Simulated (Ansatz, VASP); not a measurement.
**PbC: VASP beside Ansatz**

Wanted: the spread between two codes on one cell, functional and k mesh. The cell is generated by rule, not measured, and may not be a known phase. The cell is taken from a series of runs on this material, whose earlier steps may have relaxed, scaled, displaced or heated it; both programs get it as it stands. Other levels of theory on this material are compared in a session of their own.

Main program and level: Ansatz 0.2.0; plane waves, with VASP 6.6.1 beside it; LDA.

The structure was built from a prototype and need not be the compound's stable phase.

## (1) The structure

It takes space group Pm-3m (No. 221, cubic). The conventional cell has a = 3.187 Å, b = 3.187 Å, c = 3.187 Å, α = 90.00°, β = 90.00°, γ = 90.00°. Nearest to Pb lie 8 C at 2.76 Å. Nearest to C lie 8 Pb at 2.76 Å. Farther neighbours are not listed.

## (2) Ansatz: zone-centre phonons, LDA

Ansatz runs on its default PAW (the set named soft_2) files.

Second derivatives magnify differences that forces hide, and they need a tight electronic threshold.

input.yaml

```yaml
crystal:
  lattice:
    - [3.1867856418, 0.0, 0.0]
    - [0.0, 3.1867856418, 0.0]
    - [0.0, 0.0, 3.1867856418]
  atoms:
    - { symbol: Pb, position: [0.0, 0.0, 0.0] }
    - { symbol: C, position: [0.5, 0.5, 0.5] }
kpoints:
  mp_grid: { grid: [12, 12, 12] }
hamiltonian:
  xc: lda
scf:
  occupations: { method: methfessel_paxton, width: 0.15 }
output:
  eigenvalues: true
phonons:
  method: dfpt
```

Started as:

```
> ansatz run input.yaml --threads 4 --pin off --max-ram 7168MiB --backend cpu --events-out ev --progress --plain --runs-dir out
```

Numbers of over 12 decimals in the logs are rounded to 6 here.

Output:

```text
Engine: ansatz 0.2.0, aarch64-unknown-linux-gnu
Pseudopotentials: kind: paw
Pseudopotential: Pb, paw, valence charge 14, recommended cutoff 420 eV (normal), Pb.paw.azcp
Pseudopotential: C, paw, valence charge 4, recommended cutoff 420 eV (normal), C.paw.azcp
Functional definition: SPW92
  exchange = slater_x
  correlation = pw_c
Crystal: 2 atoms, lattice volume = 32.364 Å³
Basis set: ecut = 420 eV, 619 PW (Γ), exchange–correlation on 48×48×48 points (8 copies of the dense FFT grid, shifted against one another)
Bands: 13, of which v1, the nominal top of the filled ones, is band 9 counted from 1 (8 counted from 0)
Symmetry: 48 space group operations
k-points: 196 of 1728 (irreducible under 8 space group operations, time reversal used)
Non-local potential: Pb, projectors of the file, l = 0: 2, l = 1: 2, l = 2: 2, l = 3: 2
Non-local potential: C, projectors of the file, l = 0: 2, l = 1: 2, l = 2: 1
PAW form: soft (Blöchl's): semilocal exchange-correlation on the pseudo side does not see the compensation charge
PAW frozen core: Pb, regenerated for the run's functional, and the local potential with it (the file was generated under x = pbe(κ = 0.804, μ = 0.219515), c = pbe(β = 0.066725))
PAW frozen core: C, regenerated for the run's functional, and the local potential with it (the file was generated under x = pbe(κ = 0.804, μ = 0.219515), c = pbe(β = 0.066725))
PAW one-centre angular grid: Pb, 590 points (default); XC on 64 Gauss nodes
PAW one-centre angular grid: C, 110 points (default); XC on 64 Gauss nodes
Initial density: superposition of atomic densities (neutral atoms: chi_scale 0, normalization atom), corrected by the library's trained network
Initial wavefunctions: pseudopotential atomic-orbital guess
Functional: x = slater, c = lda
SCF iter   1: F=—  HF=-11840.704189 eV  |F-HF|=—  |Δ(HF+E_count)|=         —  Δρ=8.78e-3  dr2=3.56e-2  ethr=1.77e-3  ⟨swp⟩=5.6  Hψ=32956  notcnv=0  defer=111
automatic band count: the SCF goes on with 17 bands, as 13 were too few: the levels above may hold too much charge
preconditioner: auto → none  [metal: Δε(μ)=0.045 eV  Ē_g=21.038 eV  σ=0.150 eV  W_gap=0.25  n_scr=6 (ndim 8)  ℏωp=27.7 eV  f_vac=0.000  D(μ)=1.27/eV (n_scr^D=6)  sad-step TF]
SCF iter   2: F=—  HF=-11840.699035 eV  |F-HF|=—  |Δ(HF+E_count)|=   5.15e-3  S|Δr|=    0.00e0  Δρ=6.52e-3  dr2=2.16e-2  ethr=1.98e-4  ⟨swp⟩=1.0  Hψ=4900  notcnv=0  defer=109
SCF iter   3: F=—  HF=-11840.693283 eV  |F-HF|=—  |Δ(HF+E_count)|=   5.75e-3  S|Δr|=    0.00e0  Δρ=1.19e-3  dr2=2.80e-4  ethr=1.20e-4  ⟨swp⟩=1.4  Hψ=3024  notcnv=0  defer=109
SCF iter   4: F=—  HF=-11840.693301 eV  |F-HF|=—  |Δ(HF+E_count)|=   1.79e-5  S|Δr|=    0.00e0  Δρ=5.66e-4  dr2=9.38e-5  ethr=1.55e-6  ⟨swp⟩=2.0  Hψ=4629  notcnv=0  defer=109
SCF iter   5: F=—  HF=-11840.693254 eV  |F-HF|=—  |Δ(HF+E_count)|=   4.68e-5  S|Δr|=    0.00e0  Δρ=1.20e-4  dr2=4.51e-6  ethr=5.21e-7  ⟨swp⟩=2.4  Hψ=4441  notcnv=0  defer=109
SCF iter   6: F=—  HF=-11840.693253 eV  |F-HF|=—  |Δ(HF+E_count)|=   1.03e-6  S|Δr|=    0.00e0  Δρ=3.95e-5  dr2=4.77e-7  ethr=2.51e-8  ⟨swp⟩=2.1  Hψ=4648  notcnv=0  defer=109
SCF iter   7: F=—  HF=-11840.693254 eV  |F-HF|=—  |Δ(HF+E_count)|=   2.68e-7  S|Δr|=    0.00e0  Δρ=2.44e-6  dr2=1.83e-9  ethr=2.65e-9  ⟨swp⟩=2.2  Hψ=4721  notcnv=0  defer=109
SCF iter   8: F=-11840.693254 eV  HF=-11840.693254 eV  |F-HF|=1.09e-11  |Δ(HF+E_count)|=  8.66e-10  S|Δr|=    0.00e0  Δρ=1.37e-7  dr2=5.15e-12  ethr=1.00e-12  ⟨swp⟩=10.2  Hψ=22183  notcnv=0
SCF 1 converged in 8 iterations: F = -11840.693254 eV  dr2 = 5.15e-12
  greatest PAW one-centre occupation: 0.981 electrons in one spin orbital (limit 2), on the Pb atom at site 0 (counted from 0), in its partial waves of l = 2
DFPT response loops at Γ: preconditioner auto → Kerker (q_TF=auto, 2.474 Å⁻¹) (partly filled bands, converged f_vac=0.000); β = 1.00, the filter's whole step (`scf.mixing.beta` (0.50) is not read by the response loops under this deck's `scf.mixing.preconditioner`; to damp them name `kerker` or `kerker_dos`, under which they read `scf.mixing.beta`, and type it under 1.00, their step now; both keys bind the ground state too); Broyden in place of MSR1
SCF converged after 8 iterations
Stability not checked: this state was not tested for a lower state beside it, because cold or Methfessel-Paxton smearing, or corrected tetrahedra, fill the levels in a way that the test cannot read (fill_not_monotonic; see scf.lower_state_search)
Free energy (F): -11840.693254 eV
Harris-Foulkes:  -11840.693254 eV  (|F-HF|=1.09e-11)
Internal energy: -11840.692501 eV  (E = F + TS)
E sigma→0 (E₀):  -11840.693065 eV
Entropy (-TS):   -0.000753 eV (-0.376 meV/atom)
Fermi energy:    12.127672 eV
--- Per-component energies (eV) ---
  E_band       = 9.976556
  E_kinetic    = 369.774590
  E_local      = -937.512875  (includes V_loc(G=0)·N_el)
  E_nonlocal   = 383.593736
  E_hartree    = 363.787777
  E_xc         = -265.329103
  E_vxc        = -190.820277  (∫ρ·V_xc dr)
  E_paw        = -10193.101517  (= ΣΔE_a)
  E_vpaw       = -342.634248  (= ΣTr[D̂ρ^β])
  E_aug_tail   = 0.000046  (compensation charges beyond the density's cutoff)
  E_ewald      = -1561.890272
  E_core_change = -0.014881  (= ΣΔE_core)
  E_smearing   = -0.000753  (= −TS)
  E_closure    = 0.000000  (closes the sum)
  Σ components = -11840.693254   (vs F -11840.693254, Δ=0.00e0)
--- Band table (eV; the first three rows and the last of 196) ---
  k-point 0: bands = [... 5 lower, -1.8101, 8.5090, 11.3537, 11.3537, 11.3537, 20.3757, 20.3757, 21.7437, ... 4 higher]
  k-point 1: bands = [... 5 lower, -1.7055, 8.1115, 11.4432, 11.4432, 11.5117, 19.9427, 20.4168, 21.5817, ... 4 higher]
  k-point 2: bands = [... 5 lower, -1.3890, 7.1403, 11.6996, 11.6996, 11.8587, 18.9515, 20.5383, 21.1104, ... 4 higher]
  k-point 195: bands = [... 5 lower, 4.3648, 8.1621, 10.7073, 10.7073, 10.7073, 11.8549, 11.8549, 11.8549, ... 4 higher]
--- Phonons (Γ-DFPT): 2 representative perturbations + reference, on 196 of 1728 k-points (Σ response iterations 7) ---
  k mesh reduced under 8 symmetry operations, with k and −k counted as one. Each operation leaves every solved perturbation unchanged. A smaller set is not used because it would not reduce the number of displacements times k-points to solve
  ASR residual: 1.651e-4 → 0.000e0 eV/Å²; symmetrization residual: 2.050e-6 eV/Å²
  ASR residual per site (eV/Å²): 1.98e-5 1.65e-4
  Γ frequencies (cm⁻¹): -72.66 -72.66 -72.66 0.00 0.00 0.00
  non-analytic LO–TO correction: not included (Born effective charges unavailable; polar crystals: no LO–TO splitting at Γ)
```

## (3) VASP: zone-centre phonons, LDA

The same cell, functional (in two slightly different forms), mesh and smearing now go to VASP, with its own data sets.

Lines of VASP's logs that name or quote its potential files are left out, and so is its time.

INCAR

```
SYSTEM = PbC
PREC = Accurate
ENCUT = 600
EDIFF = 1E-08
NELM = 120
ISMEAR = 1
SIGMA = 0.15
LREAL = .FALSE.
ALGO = Normal
GGA = PW92
NBANDS = 15
LORBIT = 11
LWAVE = .FALSE.
LCHARG = .FALSE.
ISIF = 2
IBRION = 8
LASPH = .TRUE.
GGA_COMPAT = .FALSE.
KPAR = 2
```

POSCAR

```
PbC
1.0
    3.1867856418      0.0000000000      0.0000000000
    0.0000000000      3.1867856418      0.0000000000
    0.0000000000      0.0000000000      3.1867856418
Pb C
1 1
Direct
    0.0000000000      0.0000000000      0.0000000000
    0.5000000000      0.5000000000      0.5000000000
```

KPOINTS

```
Automatic mesh
0
Gamma
12 12 12
0 0 0
```

The projector-augmented-wave data sets are Pb_d and C (LDA family, release 64).

Started as:

```
> mpirun -np 2 vasp_std
```

Output:

```text
[banner, memory and clock lines left out]
running    2 mpi-ranks, on    1 nodes
 distrk:  each k-point on    1 cores,    2 groups
 distr:  one band on    1 cores,    1 groups

 POSCAR found type information on POSCAR PbC
 POSCAR found :  2 types and       2 ions
|                                                                             |
|               ----> ADVICE to this user running VASP <----                  |
|                                                                             |
|     You enforced a specific xc type in the INCAR file but a different       |
|     [... a line on the potential file left out ...]
|     I HOPE YOU KNOW WHAT YOU ARE DOING!                                     |
|                                                                             |

 LDA part: xc-table for (Slater(with rela. corr.)+PW92), standard interpolation
 POSCAR, INCAR and KPOINTS ok, starting setup
 FFT: planning ... GRIDC
 FFT: planning ... GRID_SOFT
 FFT: planning ... GRID
 WAVECAR not read
 entering main loop
       N       E                     dE             d eps       ncg     rms          rms(c)
DAV:   1     0.137039338722E+03    0.13704E+03   -0.10003E+04  2558   0.159E+03
DAV:   2    -0.232453867483E+01   -0.13936E+03   -0.13415E+03  2758   0.360E+02
DAV:   3    -0.100463095079E+02   -0.77218E+01   -0.74735E+01  3173   0.848E+01
DAV:   4    -0.102214094238E+02   -0.17510E+00   -0.17491E+00  2943   0.132E+01
DAV:   5    -0.102276440454E+02   -0.62346E-02   -0.62345E-02  3616   0.246E+00    0.309E+00
DAV:   6    -0.975333778093E+01    0.47431E+00   -0.15151E+00  3929   0.128E+01    0.895E-01
DAV:   7    -0.974859692923E+01    0.47409E-02   -0.97623E-02  2632   0.209E+00    0.585E-01
DAV:   8    -0.974286224264E+01    0.57347E-02   -0.25806E-02  2954   0.118E+00    0.290E-01
DAV:   9    -0.974128609972E+01    0.15761E-02   -0.42180E-03  3045   0.461E-01    0.545E-02
DAV:  10    -0.974130305242E+01   -0.16953E-04   -0.24355E-04  3038   0.108E-01    0.182E-02
DAV:  11    -0.974129916714E+01    0.38853E-05   -0.20105E-05  3213   0.332E-02    0.506E-03
DAV:  12    -0.974129891577E+01    0.25137E-06   -0.17160E-06  3007   0.759E-03    0.958E-04
DAV:  13    -0.974129892293E+01   -0.71641E-08   -0.73566E-08  3176   0.238E-03
   1 F= -.97412989E+01 E0= -.97410634E+01  d E =-.706612E-03
 Linear response reoptimize wavefunctions to high precision
DAV:   1    -0.974129892140E+01    0.15384E-08   -0.45226E-09  2923   0.107E-03
DAV:   2    -0.974129892145E+01   -0.55252E-10   -0.44012E-10  1813   0.168E-04
 Linear response DOF=           2
 Linear response progress:
  Degree of freedom:   1/  2
       N       E                     dE             d eps       ncg     rms          rms(c)
RMM:   1    -0.321753482004E+00   -0.32175E+00   -0.10494E-01  7798   0.578E+00
RMM:   2    -0.324692423089E+00   -0.29389E-02   -0.15890E-02  9411   0.114E+00    0.325E-02
RMM:   3    -0.324658133190E+00    0.34290E-04   -0.17829E-03 10200   0.354E-01    0.181E-02
RMM:   4    -0.324288302632E+00    0.36983E-03   -0.17393E-04  9944   0.120E-01    0.356E-03
RMM:   5    -0.324314718492E+00   -0.26416E-04   -0.28597E-05 10443   0.434E-02    0.266E-03
RMM:   6    -0.324312658405E+00    0.20601E-05   -0.27968E-06 10389   0.146E-02    0.638E-04
RMM:   7    -0.324316225664E+00   -0.35673E-05   -0.50308E-07 10544   0.548E-03    0.335E-04
RMM:   8    -0.324316532816E+00   -0.30715E-06   -0.10759E-07 10402   0.236E-03    0.537E-05
RMM:   9    -0.324317325455E+00   -0.79264E-06   -0.30827E-08 10664   0.106E-03    0.155E-05
RMM:  10    -0.324317253846E+00    0.71609E-07   -0.91835E-09 10877   0.525E-04    0.936E-06
RMM:  11    -0.324317239953E+00    0.13893E-07   -0.71402E-09 10954   0.294E-04    0.349E-06
RMM:  12    -0.324317177270E+00    0.62682E-07   -0.45261E-09 10912   0.189E-04    0.161E-06
RMM:  13    -0.324317172130E+00    0.51401E-08   -0.41375E-09 10176   0.145E-04    0.962E-07
 first order change of Fermi-energy   0.94992E-03
 force on displaced ion       1 direction 1 :   0.191  -0.000   0.000
 Linear response progress:
  Degree of freedom:   2/  2
       N       E                     dE             d eps       ncg     rms          rms(c)
RMM:   1    -0.108036281385E+00   -0.10804E+00   -0.87301E-03 10997   0.151E+00
RMM:   2    -0.103349058182E+00    0.46872E-02   -0.32670E-03  9465   0.490E-01    0.466E-02
RMM:   3    -0.103740783946E+00   -0.39173E-03   -0.67066E-04 10369   0.172E-01    0.239E-02
RMM:   4    -0.104013003155E+00   -0.27222E-03   -0.77141E-05 10257   0.602E-02    0.908E-03
RMM:   5    -0.104032098968E+00   -0.19096E-04   -0.10277E-05 10616   0.253E-02    0.135E-03
RMM:   6    -0.104013728835E+00    0.18370E-04   -0.11674E-06 10151   0.831E-03    0.602E-04
RMM:   7    -0.104012535686E+00    0.11931E-05   -0.17931E-07 10547   0.317E-03    0.189E-04
RMM:   8    -0.104012375680E+00    0.16001E-06   -0.29937E-08 10549   0.116E-03    0.610E-05
RMM:   9    -0.104012230304E+00    0.14538E-06   -0.49716E-09 11030   0.427E-04    0.190E-05
RMM:  10    -0.104012147396E+00    0.82908E-07   -0.13552E-09 11213   0.165E-04    0.360E-06
RMM:  11    -0.104012163589E+00   -0.16193E-07   -0.25730E-09 10929   0.839E-05    0.206E-06
RMM:  12    -0.104012154465E+00    0.91242E-08   -0.95776E-09 10242   0.543E-05    0.364E-07
 first order change of Fermi-energy  -0.45863E-03
 force on displaced ion       2 direction 1 :   0.191   0.000  -0.000
 Linear response finished
```

Parts of OUTCAR (step 3):

```text
ion  position               nearest neighbor table
   1  0.000  0.000  0.000-   2 2.76   2 2.76   2 2.76   2 2.76   2 2.76   2 2.76   2 2.76   2 2.76

  LATTYP: Found a simple cubic cell.
 ALAT       =     3.1867856418

 Subroutine GETGRP returns: Found 48 space group operations
 (whereof 48 operations were pure point group operations)

The static configuration has the point symmetry O_h .

 Found     84 irreducible k-points:

   k-points           NKPTS =     84   k-points in BZ     NKDIM =     84   number of bands    NBANDS=     15

   dimension x,y,z NGX =    28 NGY =   28 NGZ =   28
   dimension x,y,z NGXF=    56 NGYF=   56 NGZF=   56

   ENCUT  =  600.0 eV  44.10 Ry    6.64 a.u.   6.36  6.36  6.36*2*pi/ulx,y,z

   NELECT =      18.0000    total number of electrons

 k-points in reciprocal lattice and weights: Automatic mesh
   0.00000000  0.00000000  0.00000000       0.001
   0.08333333  0.00000000  0.00000000       0.003
   0.16666667  0.00000000  0.00000000       0.003
   0.25000000  0.00000000  0.00000000       0.003
   0.33333333  0.00000000  0.00000000       0.003
   0.41666667  0.00000000  0.00000000       0.003
   0.50000000  0.00000000  0.00000000       0.002
   0.08333333  0.08333333  0.00000000       0.007
   0.16666667  0.08333333  0.00000000       0.014
[...]
0.50000000  0.50000000  0.41666667       0.003
   0.50000000  0.50000000  0.50000000       0.001

 average (electrostatic) potential at core
       1 -88.8432       2 -51.4988

  Total        0.0314304      0.0314304      0.0314304      0.0000000     -0.0000000      0.0000000
  in kB        1.5559734      1.5559734      1.5559734      0.0000000     -0.0000000      0.0000000
  external PRESSURE =       1.5559734 kB  Pullay stress =       0.0000000 kB

  energy-cutoff  :      600.00
  volume of cell :       32.36
      direct lattice vectors                 reciprocal lattice vectors
     3.186785642  0.000000000  0.000000000     0.313795816  0.000000000  0.000000000
     0.000000000  3.186785642  0.000000000     0.000000000  0.313795816  0.000000000
     0.000000000  0.000000000  3.186785642     0.000000000  0.000000000  0.313795816

 POSITION                                       TOTAL-FORCE (eV/Angst)
 -----------------------------------------------------------------------------------
      0.00000      0.00000      0.00000         0.000000      0.000000      0.000000
      1.59339      1.59339      1.59339         0.000000      0.000000      0.000000
 -----------------------------------------------------------------------------------
    total drift:                               -0.000000      0.000000     -0.000000

 Eigenvectors and eigenvalues of the dynamical matrix
 ----------------------------------------------------

   1 f  =    0.000725 THz     0.004554 2PiTHz    0.024175 cm-1     0.002997 meV
             X         Y         Z           dx          dy          dz
      0.000000  0.000000  0.000000    -0.060666   -0.968778   -0.053239
      1.593393  1.593393  1.593393    -0.014629   -0.233615   -0.012838

   2 f  =    0.000725 THz     0.004554 2PiTHz    0.024175 cm-1     0.002997 meV
             X         Y         Z           dx          dy          dz
      0.000000  0.000000  0.000000     0.000000    0.053343   -0.970670
      1.593393  1.593393  1.593393     0.000000    0.012863   -0.234071

   3 f  =    0.000725 THz     0.004554 2PiTHz    0.024175 cm-1     0.002997 meV
             X         Y         Z           dx          dy          dz
      0.000000  0.000000  0.000000     0.970240   -0.060574   -0.003329
      1.593393  1.593393  1.593393     0.233968   -0.014607   -0.000803

   4 f/i=    2.026018 THz    12.729843 2PiTHz   67.580670 cm-1     8.378931 meV
             X         Y         Z           dx          dy          dz
      0.000000  0.000000  0.000000     0.000000   -0.014708   -0.233963
      1.593393  1.593393  1.593393     0.000000    0.060995    0.970219

   5 f/i=    2.026018 THz    12.729843 2PiTHz   67.580670 cm-1     8.378931 meV
             X         Y         Z           dx          dy          dz
      0.000000  0.000000  0.000000     0.234425    0.000000    0.000000
      1.593393  1.593393  1.593393    -0.972134    0.000000    0.000000

   6 f/i=    2.026018 THz    12.729843 2PiTHz   67.580670 cm-1     8.378931 meV
             X         Y         Z           dx          dy          dz
      0.000000  0.000000  0.000000     0.000000   -0.233963    0.014708
      1.593393  1.593393  1.593393     0.000000    0.970219   -0.060995

 ELASTIC MODULI CONTR FROM IONIC RELAXATION (kBar)
 Direction    XX          YY          ZZ          XY          YZ          ZX
 --------------------------------------------------------------------------------
 XX           0.0000      0.0000      0.0000      0.0000      0.0000      0.0000
 YY           0.0000      0.0000      0.0000      0.0000      0.0000      0.0000
 ZZ           0.0000      0.0000      0.0000      0.0000      0.0000      0.0000
 XY           0.0000      0.0000      0.0000      0.0000      0.0000      0.0000
 YZ           0.0000      0.0000      0.0000      0.0000      0.0000      0.0000
 ZX           0.0000      0.0000      0.0000      0.0000      0.0000      0.0000
 --------------------------------------------------------------------------------
```

## (4) Side by side

Known differences besides the potentials themselves: the cutoff is 420 eV in Ansatz and 600 eV in VASP; VASP's log shows a relativistic correction to its local exchange, Ansatz's none. Total energies have different zeros and are not compared.

Compared:

```
                                                   quantity  Ansatz   VASP  difference
optical mode 1 to 3 (imaginary, printed as negative) (cm⁻¹)   -72.7  -67.6        -5.1
```

Modes are paired by rising frequency, not by their patterns, so a pair may set unlike modes beside each other; they are those without the splitting of longitudinal modes.

## (5) Summary of results

```json
{
  "r.m.s. difference of the optical zone-centre modes, each program's sorted by frequency (zone-centre phonons, LDA)": "5.1 cm⁻¹"
}
```

The r.m.s. difference of the optical zone-centre modes, each program's sorted by frequency is 5.1 cm⁻¹ (zone-centre phonons, LDA). 3 further pairs of this series are not shown here. How closely two codes agree says nothing of how well the functional describes the real material.

[Lines on the potential files, build, host, timing and source positions are cut from VASP's logs without a mark.]

[Logs are printed without paths, hosts, clocks, repeated set-up lines and the standing remarks that a program may print on its own settings, such as how far it seeks lower states.]

[Hosts, paths, dates, database ids (printed as entryN), source tags and the programs' standing remarks are cut or masked in the printed files.]
